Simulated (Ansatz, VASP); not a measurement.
# Cross-check of Ge19H15 (Ge wire along [111], 38 atoms a period, H-terminated) between VASP and Ansatz

Wanted: the spread between two codes on one cell, functional and k mesh. The structure shown is the start of the Ansatz relaxation below; VASP solves that cell, so the two are compared at the walk's first step.

Method: plane waves, with VASP 6.6.1 beside it; single point at PBE, in Ansatz 0.2.0.

### Step 1. Starting point

The cell holds 68 atoms: 38 Ge and 30 H. Its edges and angles: a = 17.493 Å, b = 19.148 Å, c = 10.554 Å, α = 90.0°, β = 90.0°, γ = 90.0°. Vacuum lies along a and b. The structure's axis is c.

### Step 2. Ansatz: relaxation, PBE

Ansatz runs on its PAW soft_1 files.

The two programs are compared at the cell with which this relaxation starts, whose forces are those of its first step.

input.yaml

```yaml
crystal:
  lattice:
    - [17.493, 0.0, 0.0]
    - [0.0, 19.148, 0.0]
    - [0.0, 0.0, 10.5536467797]
  atoms:
    - { symbol: Ge, position: [0.270286229, 0.498971731, 0.001344755] }
    - { symbol: Ge, position: [0.386106451, 0.682244641, 0.001345402] }
    - { symbol: Ge, position: [0.5, 0.499989826, 0.999753581] }
    - { symbol: Ge, position: [0.613893549, 0.682244641, 0.001345402] }
    - { symbol: Ge, position: [0.270286229, 0.501007631, 0.248655245] }
    - { symbol: Ge, position: [0.386106451, 0.317734721, 0.248654598] }
    - { symbol: Ge, position: [0.384178037, 0.681226393, 0.24865667] }
    - { symbol: Ge, position: [0.5, 0.499989536, 0.250246419] }
    - { symbol: Ge, position: [0.613893549, 0.317734721, 0.248654598] }
    - { symbol: Ge, position: [0.615821963, 0.681226393, 0.24865667] }
    - { symbol: Ge, position: [0.729713771, 0.501007631, 0.248655245] }
    - { symbol: H, position: [0.197276894, 0.659657177, 0.281459911] }
    - { symbol: H, position: [0.5, 0.180645856, 0.281449917] }
    - { symbol: H, position: [0.802723106, 0.659657177, 0.281459911] }
    - { symbol: H, position: [0.197761508, 0.46220826, 0.300166906] }
    - { symbol: H, position: [0.313061111, 0.279759289, 0.300168824] }
    - { symbol: H, position: [0.384700361, 0.758005817, 0.300171911] }
    - { symbol: H, position: [0.615299639, 0.758005817, 0.300171911] }
    - { symbol: H, position: [0.686938889, 0.279759289, 0.300168824] }
    - { symbol: H, position: [0.802238492, 0.46220826, 0.300166906] }
    - { symbol: Ge, position: [0.269768477, 0.621426211, 0.334403312] }
    - { symbol: Ge, position: [0.384287696, 0.43895656, 0.333502536] }
    - { symbol: Ge, position: [0.5, 0.622055024, 0.333504619] }
    - { symbol: Ge, position: [0.5, 0.257114195, 0.334397639] }
    - { symbol: Ge, position: [0.615712304, 0.43895656, 0.333502536] }
    - { symbol: Ge, position: [0.730231523, 0.621426211, 0.334403312] }
    - { symbol: Ge, position: [0.270061057, 0.621272137, 0.580993475] }
    - { symbol: Ge, position: [0.384493889, 0.439065676, 0.583133176] }
    - { symbol: Ge, position: [0.5, 0.621837888, 0.583135813] }
    - { symbol: Ge, position: [0.5, 0.257424448, 0.580988822] }
    - { symbol: Ge, position: [0.615506111, 0.439065676, 0.583133176] }
    - { symbol: Ge, position: [0.729938943, 0.621272137, 0.580993475] }
    - { symbol: H, position: [0.197202343, 0.41547738, 0.615834677] }
    - { symbol: H, position: [0.268489265, 0.302677888, 0.615832495] }
    - { symbol: H, position: [0.428713296, 0.781812176, 0.615834302] }
    - { symbol: H, position: [0.571286704, 0.781812176, 0.615834302] }
    - { symbol: H, position: [0.731510735, 0.302677888, 0.615832495] }
    - { symbol: H, position: [0.802797657, 0.41547738, 0.615834677] }
    - { symbol: H, position: [0.197202343, 0.584501982, 0.634165323] }
    - { symbol: H, position: [0.268489265, 0.697301473, 0.634167505] }
    - { symbol: H, position: [0.428713296, 0.218167186, 0.634165698] }
    - { symbol: H, position: [0.571286704, 0.218167186, 0.634165698] }
    - { symbol: H, position: [0.731510735, 0.697301473, 0.634167505] }
    - { symbol: H, position: [0.802797657, 0.584501982, 0.634165323] }
    - { symbol: Ge, position: [0.270061057, 0.378707225, 0.669006525] }
    - { symbol: Ge, position: [0.384493889, 0.560913686, 0.666866824] }
    - { symbol: Ge, position: [0.5, 0.378141474, 0.666864187] }
    - { symbol: Ge, position: [0.5, 0.742554914, 0.669011178] }
    - { symbol: Ge, position: [0.615506111, 0.560913686, 0.666866824] }
    - { symbol: Ge, position: [0.729938943, 0.378707225, 0.669006525] }
    - { symbol: Ge, position: [0.269768477, 0.378553151, 0.915596688] }
    - { symbol: Ge, position: [0.384287696, 0.561022802, 0.916497464] }
    - { symbol: Ge, position: [0.5, 0.377924338, 0.916495381] }
    - { symbol: Ge, position: [0.5, 0.742865167, 0.915602361] }
    - { symbol: Ge, position: [0.615712304, 0.561022802, 0.916497464] }
    - { symbol: Ge, position: [0.730231523, 0.378553151, 0.915596688] }
    - { symbol: H, position: [0.197761508, 0.537771102, 0.949833094] }
    - { symbol: H, position: [0.313061111, 0.720220073, 0.949831176] }
    - { symbol: H, position: [0.384700361, 0.241973545, 0.949828089] }
    - { symbol: H, position: [0.615299639, 0.241973545, 0.949828089] }
    - { symbol: H, position: [0.686938889, 0.720220073, 0.949831176] }
    - { symbol: H, position: [0.802238492, 0.537771102, 0.949833094] }
    - { symbol: H, position: [0.197276894, 0.340322184, 0.968540089] }
    - { symbol: H, position: [0.5, 0.819333506, 0.968550083] }
    - { symbol: H, position: [0.802723106, 0.340322184, 0.968540089] }
    - { symbol: Ge, position: [0.384178037, 0.318752969, 0.00134333] }
    - { symbol: Ge, position: [0.615821963, 0.318752969, 0.00134333] }
    - { symbol: Ge, position: [0.729713771, 0.498971731, 0.001344755] }
kpoints:
  mp_grid: { grid: [1, 1, 6] }
  band_path: { path: ["Γ", Z], npoints: 90 }
scf:
  occupations: { method: fermi_dirac, width: 0.05 }
hamiltonian:
  xc: pbe
  pseudopotentials: { kind: paw, azcp: { folder: soft_1 } }
relax:
  max_steps: 40
  f_tol: 0.02
output:
  stress: true
```

Command:

```console
ansatz run input.yaml --threads 16 --pin off --max-ram 61440MiB --backend cuda --events-out ev --progress --plain --runs-dir out --max-vram 78GiB
```

Numbers of over 12 decimals in the logs are rounded to 6 here.

Log:

```text
Warning: output.stress: scf.convergence.dr2_threshold = 1e-7 eV (the SCF's general default) is looser than the 6.8e-9 eV advised for a printed stress (1e-10 eV for each atom of the cell: 68). What an SCF threshold leaves in a stress goes as its square root, and in the free energy as the threshold itself, and one threshold admits the most on a small cell: [figures from the program's tests cut] Every solve of this run answers to scf.convergence.dr2_threshold,  [...]
Engine: ansatz 0.2.0, aarch64-unknown-linux-gnu
Pseudopotentials: kind: paw
Pseudopotential: Ge, paw, valence charge 14, recommended cutoff 420 eV (normal), soft_1/Ge.paw.azcp
Pseudopotential: H, paw, valence charge 1, recommended cutoff 420 eV (normal), soft_1/H.paw.azcp
Functional definition: PBE
  parameter kappa = 0.804
  parameter beta = 0.066725
  exchange = pbe_x(kappa = kappa, mu = beta*pi^2/3)
  correlation = pbe_c(beta = beta)
[...]
Crystal: 68 atoms, lattice volume = 3535.007 Å³
Basis set: ecut = 420 eV, 69111 PW (Γ), exchange–correlation on 240×256×144 points (8 copies of the dense FFT grid, shifted against one another)
Bands: 349, of which v1, the nominal top of the filled ones, is band 281 counted from 1 (280 counted from 0)
Symmetry: 4 space group operations
Space group: P2/m (ITA 10), of the structure as read, at distance tolerance 1.5e-4 Å
k-points: 4 of 6
Non-local potential: Ge, projectors of the file, l = 0: 2, l = 1: 2, l = 2: 3, l = 3: 1
Non-local potential: H, projectors of the file, l = 0: 2, l = 1: 1
PAW form: soft (Blöchl's): semilocal exchange-correlation on the pseudo side does not see the compensation charge
PAW one-centre angular grid: Ge, 590 points (default); XC on 64 Gauss nodes
PAW one-centre angular grid: H, 110 points (default); XC on 64 Gauss nodes
Initial density: superposition of atomic densities (neutral atoms: chi_scale 0, normalization atom)
Initial wavefunctions: pseudopotential atomic-orbital guess
[...]
Functional: x = pbe(κ = 0.804, μ = 0.219515), c = pbe(β = 0.066725)
SCF iter   1: F=—  HF=-163685.124190 eV  |F-HF|=—  |Δ(HF+E_count)|=         —  Δρ=3.08e-2  dr2=2.83e1  ethr=3.10e-3  ⟨swp⟩=6.0  Hψ=5255  notcnv=0  defer=122
preconditioner: auto → Resta (q_TF=auto, 2.008 Å⁻¹)  ε∞=1.9  [insulator: Δε(μ)=1.113 eV  Ē_g=9.018 eV  σ=0.050 eV  W_gap=1.00  n_scr=484 (ndim 8)  ℏωp=8.4 eV  f_vac=0.598  D(μ)=0.00/eV (n_scr^D=0)  ε∞_Penn≈1.9  vacuum switching on, ρ_ref=5.9e-3 e/Å³]
SCF iter   2: F=—  HF=-163679.079186 eV  |F-HF|=—  |Δ(HF+E_count)|=    6.05e0  Δρ=1.39e-2  dr2=6.85e0  ethr=3.10e-3  ⟨swp⟩=2.8  Hψ=1892  notcnv=0  defer=234
[...]
SCF iter   9: F=-163677.456767 eV  HF=-163677.456762 eV  |F-HF|=5.39e-6  |Δ(HF+E_count)|=   1.37e-5  Δρ=8.29e-6  dr2=2.28e-6  ethr=1.78e-9  ⟨swp⟩=4.0  Hψ=3927  notcnv=0
SCF 1 converged in 9 iterations: F = -163677.456767 eV  dr2 = 2.28e-6
  greatest PAW one-centre occupation: 0.998 electrons in one spin orbital (limit 2), on the Ge atom at site 49 (counted from 0), in its partial waves of l = 2
relax step   1: F+E_penalty+E_count = -163677.45676733 eV  Δ(F+E_penalty+E_count) = +0.000e0 eV  max|allowed force component| = 4.083e-1 eV/Å  Δτ_max = 0.0000 Å  (9 SCF iters, dr2 threshold 1.00e-5 eV, accepted)
[...]
relax step   2: F+E_penalty+E_count = -163678.09234694 eV  Δ(F+E_penalty+E_count) = -6.356e-1 eV  max|allowed force component| = 2.967e-1 eV/Å  Δτ_max = 0.1928 Å  (8 SCF iters, dr2 threshold 1.04e-5 eV, accepted)
[...]
relax step   3: F+E_penalty+E_count = -163678.15102497 eV  Δ(F+E_penalty+E_count) = -5.868e-2 eV  max|allowed force component| = 6.311e-2 eV/Å  Δτ_max = 0.0766 Å  (7 SCF iters, dr2 threshold 5.50e-6 eV, accepted)
[...]
relax step   4: F+E_penalty+E_count = -163678.16556825 eV  Δ(F+E_penalty+E_count) = -1.454e-2 eV  max|allowed force component| = 1.935e-2 eV/Å  Δτ_max = 0.0290 Å  (8 SCF iters, accepted)
[...]
SCF converged after 8 iterations
[...]
- { symbol: Ge, position: [0.614153, 0.679075, 0.243816] }
    - { symbol: Ge, position: [0.726837, 0.500764, 0.243816] }
    - { symbol: H, position: [0.199005, 0.658745, 0.291327] }
    - { symbol: H, position: [0.5, 0.182467, 0.291321] }
    - { symbol: H, position: [0.800995, 0.658745, 0.291327] }
    - { symbol: H, position: [0.198376, 0.462891, 0.284570] }
    - { symbol: H, position: [0.314014, 0.279904, 0.284575] }
    - { symbol: H, position: [0.384361, 0.757181, 0.284576] }
    - { symbol: H, position: [0.615639, 0.757181, 0.284576] }
    - { symbol: H, position: [0.685986, 0.279904, 0.284575] }
    - { symbol: H, position: [0.801624, 0.462891, 0.284570] }
    - { symbol: Ge, position: [0.272984, 0.619731, 0.332359] }
    - { symbol: Ge, position: [0.384415, 0.439023, 0.336691] }
    - { symbol: Ge, position: [0.5, 0.621922, 0.336691] }
    - { symbol: Ge, position: [0.5, 0.260504, 0.332357] }
    - { symbol: Ge, position: [0.615585, 0.439023, 0.336691] }
    - { symbol: Ge, position: [0.727016, 0.619731, 0.332359] }
    - { symbol: Ge, position: [0.273095, 0.619672, 0.568150] }
    - { symbol: Ge, position: [0.384588, 0.439115, 0.582488] }
    - { symbol: Ge, position: [0.5, 0.621740, 0.582489] }
    - { symbol: Ge, position: [0.5, 0.260624, 0.568150] }
    - { symbol: Ge, position: [0.615412, 0.439115, 0.582488] }
    - { symbol: Ge, position: [0.726905, 0.619672, 0.568150] }
    - { symbol: H, position: [0.197895, 0.415661, 0.638176] }
    - { symbol: H, position: [0.269010, 0.303133, 0.638175] }
    - { symbol: H, position: [0.428884, 0.781173, 0.638170] }
    - { symbol: H, position: [0.571116, 0.781173, 0.638170] }
    - { symbol: H, position: [0.730990, 0.303133, 0.638175] }
    - { symbol: H, position: [0.802105, 0.415661, 0.638176] }
    - { symbol: H, position: [0.197895, 0.584318, 0.611824] }
    - { symbol: H, position: [0.269010, 0.696847, 0.611825] }
    - { symbol: H, position: [0.428884, 0.218806, 0.611830] }
    - { symbol: H, position: [0.571116, 0.218806, 0.611830] }
    - { symbol: H, position: [0.730990, 0.696847, 0.611825] }
    - { symbol: H, position: [0.802105, 0.584318, 0.611824] }
    - { symbol: Ge, position: [0.273095, 0.380307, 0.681850] }
    - { symbol: Ge, position: [0.384588, 0.560864, 0.667512] }
    - { symbol: Ge, position: [0.5, 0.378240, 0.667511] }
    - { symbol: Ge, position: [0.5, 0.739356, 0.681850] }
    - { symbol: Ge, position: [0.615412, 0.560864, 0.667512] }
    - { symbol: Ge, position: [0.726905, 0.380307, 0.681850] }
    - { symbol: Ge, position: [0.272984, 0.380249, 0.917641] }
    - { symbol: Ge, position: [0.384415, 0.560957, 0.913309] }
    - { symbol: Ge, position: [0.5, 0.378058, 0.913309] }
    - { symbol: Ge, position: [0.5, 0.739475, 0.917643] }
    - { symbol: Ge, position: [0.615585, 0.560957, 0.913309] }
    - { symbol: Ge, position: [0.727016, 0.380249, 0.917641] }
    - { symbol: H, position: [0.198376, 0.537088, 0.965430] }
    - { symbol: H, position: [0.314014, 0.720076, 0.965425] }
    - { symbol: H, position: [0.384361, 0.242799, 0.965424] }
    - { symbol: H, position: [0.615639, 0.242799, 0.965424] }
    - { symbol: H, position: [0.685986, 0.720076, 0.965425] }
    - { symbol: H, position: [0.801624, 0.537088, 0.965430] }
    - { symbol: H, position: [0.199005, 0.341235, 0.958673] }
    - { symbol: H, position: [0.5, 0.817512, 0.958679] }
    - { symbol: H, position: [0.800995, 0.341235, 0.958673] }
    - { symbol: Ge, position: [0.385847, 0.320905, 0.0061836] }
    - { symbol: Ge, position: [0.614153, 0.320905, 0.0061836] }
    - { symbol: Ge, position: [0.726837, 0.499215, 0.00618406] }
```

(Part 1 of 2 ends here.)

[Lines on the potential files, build, host, timing and source positions are cut from VASP's logs without a mark.]

[Logs are printed without paths, hosts, clocks, repeated set-up lines and the standing remarks that a program may print on its own settings, such as how far it seeks lower states.]

[Hosts, paths, dates, database ids (printed as entryN), source tags and the programs' standing remarks are cut or masked in the printed files.]
